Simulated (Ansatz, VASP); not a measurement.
# Ni (Ni wire of staggered 4-rings about a central row) in two plane-wave programs, part 2 of 2

One calculation is typed for both programs; each brings its own data sets. How far apart do they land? The cell is taken from a series of runs on this material, whose earlier steps may have relaxed, scaled, displaced or heated it; both programs get it as it stands.

VASP 6.6.1 and Ansatz 0.2.0.

So far: Set-up; Ansatz: single point, LDA.

### 3. VASP: single point, LDA

Level of this step: LDA, spin-polarised from a ferromagnetic start; plane waves and PAW (Ni) (VASP).

The same cell, functional (in two slightly different forms), mesh and smearing now go to VASP, with its own data sets.

Lines of VASP's logs that name or quote its potential files are left out, and so is its time.

INCAR

```
SYSTEM = Ni
PREC = Accurate
ENCUT = 520
EDIFF = 1E-06
NELM = 200
ISMEAR = -1
SIGMA = 0.05
LREAL = .FALSE.
ALGO = Normal
GGA = PW92
NBANDS = 72
ISPIN = 2
MAGMOM = 0.73 0.73 0.73 0.73 0.83 0.73 0.73 0.73 0.73 0.83
LASPH = .TRUE.
LMAXMIX = 4
LORBIT = 11
LWAVE = .FALSE.
LCHARG = .FALSE.
ISIF = 2
GGA_COMPAT = .FALSE.
KPAR = 2
```

POSCAR

```
Ni
1.0
   10.9820000000      0.0000000000      0.0000000000
    0.0000000000     10.9820000000      0.0000000000
    0.0000000000      0.0000000000      4.3828531286
Ni
10
Direct
    0.3170957310      0.4999793600      0.0000000000
    0.4999793600      0.6828629890      0.0000000000
    0.4999793600      0.3170957310      0.0000000000
    0.6828629890      0.4999793600      0.0000000000
    0.4999793600      0.4999793600      0.2500499620
    0.3706382890      0.6293204310      0.5000000000
    0.3706382890      0.3706382890      0.5000000000
    0.6293204310      0.6293204310      0.5000000000
    0.6293204310      0.3706382890      0.5000000000
    0.4999793600      0.4999793600      0.7499500380
```

KPOINTS

```
Automatic mesh
0
Gamma
1 1 14
0 0 0
```

Potentials, in the order of the species: Ni (LDA family, release 64).

Run with:

```console
$ mpirun -np 2 vasp_std
```

Numbers of over 12 decimals in the logs are rounded to 6 here.

Log:

```text
[banner, memory and clock lines left out]
running    2 mpi-ranks, on    1 nodes
 distrk:  each k-point on    1 cores,    2 groups
 distr:  one band on    1 cores,    1 groups

 POSCAR found type information on POSCAR Ni
 POSCAR found :  1 types and      10 ions
|                                                                             |
|               ----> ADVICE to this user running VASP <----                  |
|                                                                             |
|     You enforced a specific xc type in the INCAR file but a different       |
|     [... a line on the potential file left out ...]
|     I HOPE YOU KNOW WHAT YOU ARE DOING!                                     |
|                                                                             |

 LDA part: xc-table for (Slater(with rela. corr.)+PW92), standard interpolation
 POSCAR, INCAR and KPOINTS ok, starting setup
 FFT: planning ... GRIDC
 FFT: planning ... GRID_SOFT
 FFT: planning ... GRID
 WAVECAR not read
 entering main loop
       N       E                     dE             d eps       ncg     rms          rms(c)
DAV:   1     0.642956061495E+03    0.64296E+03   -0.39830E+04  2304   0.127E+03
DAV:   2    -0.154980041160E+02   -0.65845E+03   -0.62418E+03  2320   0.294E+02
DAV:   3    -0.557166233954E+02   -0.40219E+02   -0.37812E+02  2560   0.104E+02
DAV:   4    -0.564718560867E+02   -0.75523E+00   -0.75248E+00  2624   0.161E+01
DAV:   5    -0.564862984102E+02   -0.14442E-01   -0.14442E-01  3424   0.146E+00    0.261E+01
DAV:   6    -0.533730052965E+02    0.31133E+01   -0.56663E+01  2576   0.662E+01    0.256E+01
DAV:   7    -0.546306604391E+02   -0.12577E+01   -0.39611E+01  2648   0.945E+01    0.311E+01
DAV:   8    -0.494612598048E+02    0.51694E+01   -0.85886E+00  2880   0.421E+01    0.120E+01
DAV:   9    -0.534844642224E+02   -0.40232E+01   -0.14800E+01  2888   0.590E+01    0.329E+01
DAV:  10    -0.493714064496E+02    0.41131E+01   -0.59606E+00  2624   0.381E+01    0.108E+01
DAV:  11    -0.490158417374E+02    0.35556E+00   -0.13379E+00  2712   0.137E+01    0.321E+00
DAV:  12    -0.490228192371E+02   -0.69775E-02   -0.22393E-01  2440   0.292E+00    0.253E+00
DAV:  13    -0.489952618652E+02    0.27557E-01   -0.13157E-02  3536   0.158E+00    0.143E+00
DAV:  14    -0.489874107635E+02    0.78511E-02   -0.89065E-02  3584   0.328E+00    0.211E+00
[...]
DAV:  22    -0.489858661981E+02   -0.69266E-03   -0.67223E-05  3144   0.738E-02    0.475E-02
DAV:  23    -0.489865124413E+02   -0.64624E-03   -0.47220E-05  2376   0.544E-02    0.421E-02
DAV:  24    -0.489870452882E+02   -0.53285E-03   -0.41374E-05  2392   0.402E-02    0.230E-02
DAV:  25    -0.489871652651E+02   -0.11998E-03   -0.73192E-06  2392   0.156E-02    0.249E-02
DAV:  26    -0.489872484374E+02   -0.83172E-04   -0.78217E-06  2440   0.372E-02    0.111E-02
DAV:  27    -0.489872667535E+02   -0.18316E-04   -0.36178E-06  2200   0.136E-02    0.427E-03
DAV:  28    -0.489872716421E+02   -0.48886E-05   -0.83395E-07  1640   0.434E-03    0.433E-03
DAV:  29    -0.489872722310E+02   -0.58895E-06   -0.33803E-07  1560   0.265E-03
   1 F= -.48987272E+02 E0= -.48886240E+02  d E =-.202065E+00  mag=     7.1946
```

Parts of OUTCAR (step 3):

```text
ion  position               nearest neighbor table
   1  0.317  0.500  0.000-   5 2.29  10 2.29   7 2.68   6 2.68   6 2.68   7 2.68   3 2.84   2 2.84

  LATTYP: Found a simple tetragonal cell.
 ALAT       =    10.9820000000
 C/A-ratio  =     0.3990942568

 Subroutine GETGRP returns: Found 16 space group operations
 (whereof  4 operations were pure point group operations)

The static configuration has the point symmetry C_2v.
 The point group associated with its full space group is D_4h.

 Found      8 irreducible k-points:

   k-points           NKPTS =      8   k-points in BZ     NKDIM =      8   number of bands    NBANDS=     72

   dimension x,y,z NGX =    84 NGY =   84 NGZ =   36
   dimension x,y,z NGXF=   168 NGYF=  168 NGZF=   72

   ENCUT  =  520.0 eV  38.22 Ry    6.18 a.u.  20.42 20.42  8.15*2*pi/ulx,y,z

   NELECT =     100.0000    total number of electrons

 k-points in reciprocal lattice and weights: Automatic mesh
   0.00000000  0.00000000  0.00000000       0.071
   0.00000000  0.00000000  0.07142857       0.143
   0.00000000  0.00000000  0.14285714       0.143
   0.00000000  0.00000000  0.21428571       0.143
   0.00000000  0.00000000  0.28571429       0.143
   0.00000000  0.00000000  0.35714286       0.143
   0.00000000  0.00000000  0.42857143       0.143
   0.00000000  0.00000000  0.50000000       0.071

 average (electrostatic) potential at core
       1 -92.2193       2 -92.2193       3 -92.2193       4 -92.2193       5 -93.5152
       6 -92.2186       7 -92.2186       8 -92.2186       9 -92.2186      10 -93.5152

 E-fermi :  -1.6341

 spin component 1
 k-point     1 :       0.0000    0.0000    0.0000
  band No.  band energies     occupation
    ...
     49      -2.3316      1.00000
     50      -2.2864      1.00000
     51      -2.2850      1.00000
     52      -2.2447      1.00000
     53      -2.0034      0.99938
     54      -1.2314      0.00032
     55      -1.1692      0.00009
     56      -1.0038      0.00000
     57       1.1436      0.00000
     58       1.1436      0.00000
    ...

 k-point     2 :       0.0000    0.0000    0.0714
  band No.  band energies     occupation
    ...
     49      -2.3354      1.00000
     50      -2.2918      1.00000
     51      -2.2908      1.00000
     52      -2.2731      1.00000
     53      -2.0289      0.99963
     54      -1.1961      0.00016
     55      -1.1343      0.00005
     56      -0.9637      0.00000
     57       0.2769      0.00000
     58       1.1913      0.00000
    ...

 k-point     3 :       0.0000    0.0000    0.1429
  band No.  band energies     occupation
    ...
     49      -2.3250      1.00000
     50      -2.3250      1.00000
     51      -2.3064      1.00000
     52      -2.3062      1.00000
     53      -2.1026      0.99991
     54      -1.0871      0.00002
     55      -1.0262      0.00001
     56      -0.8434      0.00000
     57      -0.5743      0.00000
     58       1.3289      0.00000
    ...

 k-point     4 :       0.0000    0.0000    0.2143
  band No.  band energies     occupation
    ...
     49      -2.3264      1.00000
     50      -2.3256      1.00000
     51      -2.2992      1.00000
     52      -2.2992      1.00000
     53      -2.2158      0.99999
     54      -1.3129      0.00162
     55      -0.8975      0.00000
     56      -0.8379      0.00000
     57      -0.6446      0.00000
     58       0.7703      0.00000
    ...

 k-point     5 :       0.0000    0.0000    0.2857
  band No.  band energies     occupation
    ...
     50      -2.3451      1.00000
     51      -2.3434      1.00000
     52      -2.2850      1.00000
     53      -2.2850      1.00000
     54      -1.9110      0.99608
     55      -0.6212      0.00000
     56      -0.5630      0.00000
     57      -0.3732      0.00000
     58       0.0189      0.00000
     59       0.0189      0.00000
    ...

 k-point     6 :       0.0000    0.0000    0.3571
  band No.  band energies     occupation
    ...
     50      -2.3502      1.00000
     51      -2.3502      1.00000
     52      -2.3454      1.00000
     53      -2.2601      1.00000
     54      -2.2601      1.00000
     55      -0.6591      0.00000
     56      -0.6591      0.00000
     57      -0.2575      0.00000
     58      -0.2008      0.00000
     59      -0.0378      0.00000
    ...

  Total       -7.3008382     -7.3008382    -10.4607840      0.0000000     -0.0000000     -0.0000000
  in kB      -22.1290876    -22.1290876    -31.7069905      0.0000000     -0.0000000     -0.0000000
  external PRESSURE =     -25.3217219 kB  Pullay stress =       0.0000000 kB

  energy-cutoff  :      520.00
  volume of cell :      528.59
      direct lattice vectors                 reciprocal lattice vectors
    10.982000000  0.000000000  0.000000000     0.091058095  0.000000000  0.000000000
     0.000000000 10.982000000  0.000000000     0.000000000  0.091058095  0.000000000
     0.000000000  0.000000000  4.382853129     0.000000000  0.000000000  0.228161878

 POSITION                                       TOTAL-FORCE (eV/Angst)
 -----------------------------------------------------------------------------------
      3.48235      5.49077      0.00000         0.921728     -0.000000      0.000000
      5.49077      7.49920      0.00000        -0.000000     -0.921728      0.000000
      5.49077      3.48235      0.00000        -0.000000      0.921728      0.000000
      7.49920      5.49077      0.00000        -0.921728     -0.000000      0.000000
      5.49077      5.49077      1.09593        -0.000000     -0.000000      0.001809
      4.07035      6.91120      2.19143         0.651087     -0.651087      0.000000
      4.07035      4.07035      2.19143         0.651087      0.651087      0.000000
      6.91120      6.91120      2.19143        -0.651087     -0.651087      0.000000
      6.91120      4.07035      2.19143        -0.651087      0.651087      0.000000
      5.49077      5.49077      3.28692         0.000000     -0.000000     -0.001809
 -----------------------------------------------------------------------------------
    total drift:                               -0.000009     -0.000009      0.000000

  FREE ENERGIE OF THE ION-ELECTRON SYSTEM (eV)
  ---------------------------------------------------
  free  energy   TOTEN  =       -48.9872722310 eV

  energy  without entropy=      -48.7852072924  energy(sigma->0) =      -48.88623976

 total charge
# of ion       s       p       d       tot
------------------------------------------
    1        0.439   0.252   8.380   9.071
    2        0.439   0.252   8.380   9.071
    3        0.439   0.252   8.380   9.071
    4        0.439   0.252   8.380   9.071
    5        0.618   0.714   8.387   9.719
    6        0.439   0.252   8.380   9.071
    7        0.439   0.252   8.380   9.071
    8        0.439   0.252   8.380   9.071
    9        0.439   0.252   8.380   9.071
   10        0.618   0.714   8.387   9.719
--------------------------------------------------
tot          4.749   3.447  83.811  92.007

 magnetization (x)
# of ion       s       p       d       tot
------------------------------------------
    1       -0.005  -0.010   0.731   0.716
    2       -0.005  -0.010   0.731   0.716
    3       -0.005  -0.010   0.731   0.716
    4       -0.005  -0.010   0.731   0.716
    5       -0.012  -0.026   0.815   0.777
    6       -0.005  -0.010   0.732   0.717
    7       -0.005  -0.010   0.732   0.717
    8       -0.005  -0.010   0.732   0.717
    9       -0.005  -0.010   0.732   0.717
   10       -0.012  -0.026   0.815   0.777
--------------------------------------------------
tot         -0.064  -0.132   7.483   7.288

[... 6 further parts left out ...]
```

### 4. Comparison

Known differences besides the potentials themselves: VASP starts from the moments at which Ansatz ended; the data sets hold 180 valence electrons in Ansatz (on its default PAW (the set named soft_2) files) and 100 in VASP; the cutoff is 420 eV in Ansatz and 520 eV in VASP; VASP's log shows a relativistic correction to its local exchange, Ansatz's none; site moments are counted in spheres of each program's own size. Total energies have different zeros and are not compared.

Both answers:

```
           quantity  Ansatz  VASP  difference
  total moment (μB)    7.24  7.19       +0.04
 moment on Ni5 (μB)    0.83  0.78       +0.06
moment on Ni10 (μB)    0.83  0.78       +0.06
 moment on Ni6 (μB)    0.73  0.72       +0.02
 moment on Ni8 (μB)    0.73  0.72       +0.02
 moment on Ni9 (μB)    0.73  0.72       +0.02
 moment on Ni7 (μB)    0.73  0.72       +0.02
 moment on Ni4 (μB)    0.73  0.72       +0.02
 moment on Ni3 (μB)    0.73  0.72       +0.02
```

### 5. Ansatz: single point, PBEsol

With cell and atoms fixed, the geometry can't cause a difference; cores, projectors, grids and the points listed under the comparison can.

The cell is taken from a series of runs on this material, whose earlier steps may have relaxed, scaled, displaced or heated it; both programs get it as it stands.

input.yaml

```yaml
crystal:
  lattice:
    - [10.982, 0.0, 0.0]
    - [0.0, 10.982, 0.0]
    - [0.0, 0.0, 4.3828531286]
  atoms:
    - { symbol: Ni, position: [0.317095731, 0.49997936, 0.0], spin: 0.76 }
    - { symbol: Ni, position: [0.49997936, 0.682862989, 0.0], spin: 0.76 }
    - { symbol: Ni, position: [0.49997936, 0.317095731, 0.0], spin: 0.76 }
    - { symbol: Ni, position: [0.682862989, 0.49997936, 0.0], spin: 0.76 }
    - { symbol: Ni, position: [0.49997936, 0.49997936, 0.250049962], spin: 0.85 }
    - { symbol: Ni, position: [0.370638289, 0.629320431, 0.5], spin: 0.76 }
    - { symbol: Ni, position: [0.370638289, 0.370638289, 0.5], spin: 0.76 }
    - { symbol: Ni, position: [0.629320431, 0.629320431, 0.5], spin: 0.76 }
    - { symbol: Ni, position: [0.629320431, 0.370638289, 0.5], spin: 0.76 }
    - { symbol: Ni, position: [0.49997936, 0.49997936, 0.749950038], spin: 0.85 }
magnetization:
  spin_polarized: true
kpoints:
  mp_grid: { grid: [1, 1, 14] }
  band_path: { path: ["Γ", Z], npoints: 50 }
scf:
  occupations: { method: fermi_dirac, width: 0.05 }
hamiltonian:
  xc: pbesol
```

Run with:

```console
$ ansatz run input.yaml --threads 8 --pin off --max-ram 16384MiB --backend cpu --events-out ev --progress --plain --runs-dir out
```

Log:

```text
[...]
Crystal: 10 atoms, lattice volume = 528.591 Å³
Basis set: ecut = 420 eV, 10343 PW (Γ)
Bands: 113, of which v1, the nominal top of the filled ones, is band 90 counted from 1 (89 counted from 0)
Symmetry: 16 space group operations
[...]
k-points: 8 of 14
[...]
Starting moments: Σ|m| = 7.78 μB on 10 of 10 sites
[...]
k-point 0 ↑: bands = [... 86 lower, -0.3783, -0.3783, -0.3164, -0.2864, -0.2849, -0.2301, 0.0009, 0.7652, ... 19 higher]
  k-point 1 ↑: bands = [... 86 lower, -0.3595, -0.3595, -0.3203, -0.2912, -0.2900, -0.2592, -0.0246, 0.8001, ... 19 higher]
  k-point 2 ↑: bands = [... 86 lower, -0.3413, -0.3315, -0.3264, -0.3264, -0.3038, -0.3033, -0.0981, 0.9078, ... 19 higher]
  k-point 7 ↓: bands = [... 86 lower, 0.3943, 0.3943, 0.3947, 0.3947, 0.5460, 0.5503, 0.8552, 0.8552, ... 19 higher]
[key lines of the parts left out:]
SCF converged after 15 iterations
Magnetization: 7.2778 μB (93.6389 up, 86.3611 down)
Free energy (F): -58034.128670 eV
Fermi energy:    0.448246 eV
```

### 6. VASP: single point, PBEsol

The same cell, functional, mesh and smearing now go to VASP, with its own data sets.

INCAR: that of step 3 with these lines changed.

```diff
@@ -9,6 +9,6 @@
 ALGO = Normal
-GGA = PW92
+GGA = PS
 NBANDS = 72
 ISPIN = 2
-MAGMOM = 0.73 0.73 0.73 0.73 0.83 0.73 0.73 0.73 0.73 0.83
+MAGMOM = 0.75 0.75 0.75 0.75 0.85 0.75 0.75 0.75 0.75 0.85
 LASPH = .TRUE.
```

POSCAR is that of step 3.

KPOINTS is that of step 3.

Potentials, in the order of the species: Ni (PBE family, release 64).

Run with:

```console
$ mpirun -np 2 vasp_std
```

Log:

```text
[banner, memory and clock lines left out]
running    2 mpi-ranks, on    1 nodes
[...]
[... a notice as in an earlier step ...]

 LDA part: xc-table for (Slater+PW92), standard interpolation
 POSCAR, INCAR and KPOINTS ok, starting setup
[...]
entering main loop
       N       E                     dE             d eps       ncg     rms          rms(c)
DAV:   1     0.638289261522E+03    0.63829E+03   -0.39828E+04  2304   0.126E+03
DAV:   2    -0.137495879541E+02   -0.65204E+03   -0.61780E+03  2328   0.292E+02
DAV:   3    -0.533384114512E+02   -0.39589E+02   -0.37322E+02  2552   0.102E+02
DAV:   4    -0.540562414558E+02   -0.71783E+00   -0.71523E+00  2648   0.156E+01
[...]
DAV:  30    -0.459811862747E+02   -0.15105E-05   -0.13022E-07  1520   0.486E-03    0.165E-03
DAV:  31    -0.459811879338E+02   -0.16591E-05   -0.20989E-07  1512   0.231E-03    0.588E-04
DAV:  32    -0.459811882148E+02   -0.28095E-06   -0.74679E-08  1552   0.178E-03
   1 F= -.45981188E+02 E0= -.45897641E+02  d E =-.167094E+00  mag=     7.2658
```

From OUTCAR (step 6):

```text
  Total       -4.0454395     -4.0454395     -5.8137202      0.0000000      0.0000000     -0.0000000
  in kB      -12.2618640    -12.2618640    -17.6215826      0.0000000      0.0000000     -0.0000000
  external PRESSURE =     -14.0484368 kB  Pullay stress =       0.0000000 kB

 POSITION                                       TOTAL-FORCE (eV/Angst)
 -----------------------------------------------------------------------------------
      3.48235      5.49077      0.00000         0.514861     -0.000000      0.000000
      5.49077      7.49920      0.00000        -0.000000     -0.514861      0.000000
      5.49077      3.48235      0.00000        -0.000000      0.514861      0.000000
      7.49920      5.49077      0.00000        -0.514861     -0.000000      0.000000
      5.49077      5.49077      1.09593        -0.000000     -0.000000     -0.000190
      4.07035      6.91120      2.19143         0.363748     -0.363748      0.000000
      4.07035      4.07035      2.19143         0.363748      0.363748      0.000000
      6.91120      6.91120      2.19143        -0.363748     -0.363748      0.000000
      6.91120      4.07035      2.19143        -0.363748      0.363748      0.000000
      5.49077      5.49077      3.28692        -0.000000     -0.000000      0.000190
 -----------------------------------------------------------------------------------
    total drift:                               -0.000008     -0.000008     -0.000001

  FREE ENERGIE OF THE ION-ELECTRON SYSTEM (eV)
  ---------------------------------------------------
  free  energy   TOTEN  =       -45.9811882148 eV

  energy  without entropy=      -45.8140937490  energy(sigma->0) =      -45.89764098

 magnetization (x)
# of ion       s       p       d       tot
------------------------------------------
    1       -0.006  -0.014   0.754   0.733
    2       -0.006  -0.014   0.754   0.733
    3       -0.006  -0.014   0.754   0.733
    4       -0.006  -0.014   0.754   0.733
    5       -0.015  -0.035   0.833   0.783
    6       -0.006  -0.014   0.755   0.734
    7       -0.006  -0.014   0.755   0.734
    8       -0.006  -0.014   0.755   0.734
    9       -0.006  -0.014   0.755   0.734
   10       -0.015  -0.035   0.833   0.783
--------------------------------------------------
tot         -0.081  -0.183   7.700   7.437

[... 2 parts as in an earlier step ...]

[... 1 further part left out ...]
[key lines of the parts left out:]
E-fermi :  -1.3556
```

### 7. Differences

What differs besides the data sets and the points named for the pairs above, as far as they apply: the data sets hold 180 valence electrons in Ansatz (on its default PAW (the set named soft_2) files) and 100 in VASP; Ansatz makes its cores anew for this functional, VASP keeps those of its PBE data sets. Total energies have different zeros and are not compared.

Compared:

```
           quantity  Ansatz  VASP  difference
  total moment (μB)    7.28  7.27       +0.01
 moment on Ni5 (μB)    0.85  0.78       +0.07
moment on Ni10 (μB)    0.85  0.78       +0.07
 moment on Ni6 (μB)    0.75  0.73       +0.02
 moment on Ni8 (μB)    0.75  0.73       +0.02
 moment on Ni9 (μB)    0.75  0.73       +0.02
 moment on Ni7 (μB)    0.75  0.73       +0.02
 moment on Ni4 (μB)    0.75  0.73       +0.02
 moment on Ni3 (μB)    0.75  0.73       +0.02
```

### 8. Outcome

| Item | Value |
| --- | --- |
| difference in total moment (single point, LDA) | 0.043 μB |
| difference in total moment (single point, PBEsol) | 0.012 μB |

**Reading.** The difference in total moment is 0.043 μB (single point, LDA). The data sets hold unlike numbers of valence electrons (180 in Ansatz and 100 in VASP), so part of the differences comes from the potentials. How closely two codes agree says nothing of how well the functional describes the real material.

[Lines on the potential files, build, host, timing and source positions are cut from VASP's logs without a mark.]

[Logs are printed without paths, hosts, clocks, repeated set-up lines and the standing remarks that a program may print on its own settings, such as how far it seeks lower states.]

[Hosts, paths, dates, database ids (printed as entryN), source tags and the programs' standing remarks are cut or masked in the printed files.]
